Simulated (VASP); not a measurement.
Crystal: SnH2.

```xyz
3
Lattice="0.0000 2.6545 2.6545 2.6545 0.0000 2.6545 2.6545 2.6545 0.0000" Properties=species:S:1:pos:R:3 pbc="T T T"
Sn    0.0000    0.0000    0.0000
H     1.3273    1.3273    1.3273
H     3.9818    3.9818    3.9818
```

The cell was built by a generator and needn't be a form met in nature.

Base run:

| Quantity | Value |
| --- | --- |
| Program | VASP 6.6.1 |
| Functional | PBE |
| Potentials or basis | VASP PAW PBE potentials, release 64 (Sn_d, H) |
| Cutoff | 520 eV |
| k mesh | 6 × 6 × 6 |
| Occupations | fermi-dirac, width 0.02 eV |
| Spin | no spin polarisation |

Its results: band gap on the k mesh none (metal or under the smearing width); pressure 1.6 GPa.

Question: The run is repeated on the same cell with these changes: functional from PBE to r2SCAN. What comes out?

Answer: Band gap on the k mesh none (metal or under the smearing width); pressure 0.3 GPa.

Caveats: the PAW data sets were made with another functional, which shifts forces and pressure a little (some runs).
